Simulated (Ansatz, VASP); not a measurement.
## One calculation of Ir12CO, two programs

INCAR

```
SYSTEM = Ir12CO
PREC = Accurate
ENCUT = 520
EDIFF = 1E-7
ISMEAR = 0
SIGMA = 0.1
LREAL = .False.
LASPH = .True.
NELM = 100
ALGO = Fast
ISIF = 2
LWAVE = .False.
LCHARG = .False.
LDIPOL = .True.
IDIPOL = 3
DIPOL = 0.5 0.5 0.316
GGA = PE
NBANDS = 72
```

KPOINTS

```
Automatic mesh
0
Gamma
  6 6 1
  0 0 0
```

POSCAR

```
Ir12CO
1.0
    5.4739356551      0.0000000000      0.0000000000
   -2.7369678276      4.7405673360      0.0000000000
    0.0000000000      0.0000000000     22.3428625878
Ir C O
12 1 1
Direct
    0.3333333333      0.1666666667      0.1790280894
    0.3333333333      0.6666666667      0.1790280894
    0.8333333333      0.1666666667      0.1790280894
    0.8333333333      0.6666666667      0.1790280894
    0.1666666667      0.3333333333      0.2762161752
    0.1666666667      0.8333333333      0.2762161752
    0.6666666667      0.3333333333      0.2762161752
    0.6666666667      0.8333333333      0.2762161752
    0.0000000000      0.0000000000      0.3734016872
    0.0000000000      0.5000000000      0.3734016872
    0.5000000000      0.0000000000      0.3734016872
    0.5000000000      0.5000000000      0.3734016872
    0.0000000000      0.0000000000      0.5269182739
    0.0000000000      0.0000000000      0.5788364198
```

Input for Ansatz:

```yaml
crystal:
  lattice:
    - [5.4739356551, 0.0, 0.0]
    - [-2.7369678276, 4.740567336, 0.0]
    - [0.0, 0.0, 22.3428625878]
  atoms:
    - { symbol: Ir, position: [0.3333333333, 0.1666666667, 0.1790280894] }
    - { symbol: Ir, position: [0.3333333333, 0.6666666667, 0.1790280894] }
    - { symbol: Ir, position: [0.8333333333, 0.1666666667, 0.1790280894] }
    - { symbol: Ir, position: [0.8333333333, 0.6666666667, 0.1790280894] }
    - { symbol: Ir, position: [0.1666666667, 0.3333333333, 0.2762161752] }
    - { symbol: Ir, position: [0.1666666667, 0.8333333333, 0.2762161752] }
    - { symbol: Ir, position: [0.6666666667, 0.3333333333, 0.2762161752] }
    - { symbol: Ir, position: [0.6666666667, 0.8333333333, 0.2762161752] }
    - { symbol: Ir, position: [0.0, 0.0, 0.3734016872] }
    - { symbol: Ir, position: [0.0, 0.5, 0.3734016872] }
    - { symbol: Ir, position: [0.5, 0.0, 0.3734016872] }
    - { symbol: Ir, position: [0.5, 0.5, 0.3734016872] }
    - { symbol: C, position: [0.0, 0.0, 0.5269182739] }
    - { symbol: O, position: [0.0, 0.0, 0.5788364198] }
basis:
  ecutwfc: 420
kpoints:
  mp_grid: { grid: [6, 6, 1] }
hamiltonian:
  xc: pbe
scf:
  occupations: { method: gaussian, width: 0.1 }
output:
  forces: true
  eigenvalues: true
  write_density: true
  write_potential: true
  elf: true
  volumetric_format: npy
efield:
  axis: 3
  dipole_correction: true
  ramp_width: 0.04
```

Alike in both runs: task single point; functional PBE; k mesh 6 × 6 × 1; occupations gaussian, width 0.1 eV; no spin polarisation.

|  | VASP | Ansatz |
| --- | --- | --- |
| version | VASP 6.6.1 | Ansatz 0.2.0 |
| potentials or method | VASP PAW PBE potentials, release 64 (Ir, C, O) | scalar-relativistic, plane waves, PAW |
| plane-wave cutoff (eV) | 520 | 420 |
| valence electrons in the cell | 118 | 214 |

Ansatz gave:

```
gap on the k mesh at the Fermi level (eV) : none
rms of the force components (eV/Å)        : 0.551
```

Question: What did VASP give for the same quantities?

Answer: gap on the k mesh at the Fermi level (eV): none; rms of the force components (eV/Å): 0.380.

Atom by atom the forces differ by 0.172 eV/Å (rms over components). A gap of «none» marks a metal or a gap that the smearing closes. The two sets of potentials don't hold the same shells in valence. Ansatz warned: «xc_potential_rough_in_thin_density».

Caveats: the standard files for N, O and F lose accuracy on very short bonds. The runs have no spin-orbit coupling, so splittings on Ir are missing.
